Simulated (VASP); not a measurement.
Computed with PBEsol GGA, VASP's PBE PAW potentials (set 64) (plane waves; VASP).

The input files of a VASP run:

**INCAR**
```
# general
SYSTEM  = PdSb
PREC    = Accurate
ENCUT   = 400   # plane-wave cut-off (eV)
LREAL   = .False.   # projection in real space or not
LASPH   = .True.   # aspherical one-centre terms

# electronic loop
EDIFF   = 1E-7   # SCF stop (eV)
NELM    = 100   # most electronic steps
ALGO    = Normal
LMAXMIX = 4   # l cut-off of mixed one-centre charges

# smearing
ISMEAR  = -5   # tetrahedra, Bloechl

# functional
GGA     = PS   # PBEsol

# ions
ISIF    = 2   # forces and stress, cell fixed

# output
LWAVE   = .False.
LCHARG  = .True.
LORBIT  = 11
NEDOS   = 601   # DOS grid

# other
LEFG    = .True.
```

File POSCAR:
```
PdSb
1
    3.3372941043     0.0000000000     0.0000000000
   -1.6686470522     2.8901814177    -0.0000000000
    0.0000000000    -0.0000000000     8.8337997528
Pd Sb
2 2
Direct
  0.3333330000   0.6666670000   0.0384900996
  0.6666670000   0.3333330000   0.5384900996
  0.3333330000   0.6666670000   0.3365099004
  0.6666670000   0.3333330000   0.8365099004
```

KPOINTS:
```
Automatic mesh
0
Gamma
12 12 4
0 0 0
```

POTCAR, in this order: Pd Sb (PBE.64 set). Program: vasp_std.

The resulting files:

**OSZICAR**
```
       N       E                     dE             d eps       ncg     rms          rms(c)
DAV:   1     0.145598235532E+03    0.14560E+03   -0.11160E+04  2166   0.113E+03
DAV:   2    -0.148127937015E+02   -0.16041E+03   -0.15403E+03  2433   0.242E+02
DAV:   3    -0.220448525087E+02   -0.72321E+01   -0.69430E+01  2596   0.528E+01
DAV:   4    -0.221640466105E+02   -0.11919E+00   -0.11864E+00  2399   0.695E+00
DAV:   5    -0.221662767738E+02   -0.22302E-02   -0.22230E-02  2498   0.993E-01    0.914E+00
DAV:   6    -0.218061671791E+02    0.36011E+00   -0.17063E+00  2196   0.121E+01    0.438E+00
DAV:   7    -0.217129071256E+02    0.93260E-01   -0.47865E-01  2208   0.669E+00    0.285E+00
DAV:   8    -0.216777728759E+02    0.35134E-01   -0.16274E-01  2235   0.364E+00    0.289E-01
DAV:   9    -0.216764997090E+02    0.12732E-02   -0.67719E-03  2257   0.543E-01    0.194E-01
DAV:  10    -0.216760419733E+02    0.45774E-03   -0.21246E-03  2358   0.354E-01    0.296E-02
DAV:  11    -0.216760407089E+02    0.12644E-05   -0.11914E-04  2349   0.842E-02    0.154E-02
DAV:  12    -0.216760393149E+02    0.13940E-05   -0.60738E-06  2494   0.216E-02    0.546E-03
DAV:  13    -0.216760393953E+02   -0.80407E-07   -0.48022E-07  2277   0.398E-03
   1 F= -.21676039E+02 E0= -.21676039E+02  d E =0.000000E+00
```

**OUTCAR**
```
------------------------ aborting loop because EDIFF is reached ----------------------------------------
  FORCE on cell =-STRESS in cart. coord.  units (eV):
  Direction    XX          YY          ZZ          XY          YZ          ZX
  --------------------------------------------------------------------------------------
  Total       -0.0671940     -0.0671940     -0.0011724      0.0000000      0.0000000      0.0000000
  in kB       -1.2634963     -1.2634962     -0.0220446      0.0000000      0.0000000      0.0000000
  external PRESSURE =      -0.8496790 kB  Pullay stress =       0.0000000 kB
  volume of cell :       85.21
      direct lattice vectors                 reciprocal lattice vectors
     3.337294104  0.000000000  0.000000000     0.299643954  0.172999521  0.000000000
    -1.668647052  2.890181418  0.000000000     0.000000000  0.345999041  0.000000000
     0.000000000  0.000000000  8.833799753     0.000000000  0.000000000  0.113201570
 POSITION                                       TOTAL-FORCE (eV/Angst)
 -----------------------------------------------------------------------------------
     -0.00000      1.92679      0.34001        -0.000000     -0.000000     -0.013975
      1.66865      0.96339      4.75691         0.000000      0.000000     -0.013975
     -0.00000      1.92679      2.97266         0.000000      0.000000      0.013975
      1.66865      0.96339      7.38956        -0.000000     -0.000000      0.013975
 -----------------------------------------------------------------------------------
    total drift:                               -0.000752      0.000435      0.001462
  FREE ENERGIE OF THE ION-ELECTRON SYSTEM (eV)
  ---------------------------------------------------
  free  energy   TOTEN  =       -21.6760393953 eV

  energy  without entropy=      -21.6760393953  energy(sigma->0) =      -21.67603940

 total charge

# of ion       s       p       d       tot
------------------------------------------
    1        0.440   0.437   8.612   9.488
    2        0.440   0.437   8.612   9.488
    3        1.178   1.174   0.069   2.421
    4        1.178   1.174   0.069   2.421
--------------------------------------------------
tot          3.235   3.222  17.361  23.818

 Electric field gradients after diagonalization (V/A^2)
 (convention: |V_zz| > |V_xx| > |V_yy|)
----------------------------------------------------------------------
 ion       V_xx      V_yy      V_zz     asymmetry (V_yy - V_xx)/ V_zz
----------------------------------------------------------------------
   1      42.141    42.140   -84.282       0.000
   2      42.141    42.140   -84.282       0.000
   3     132.458   132.458  -264.916       0.000
   4     132.458   132.458  -264.916       0.000
```
(Selected blocks of OUTCAR.)

For a metal the tetrahedron method with Blöchl corrections gives inexact stress and forces.

The structure was generated: PdSb was put into the wurtzite type (P6_3mc), which need not be its known phase. It was relaxed first, which changed the volume by -36 %.
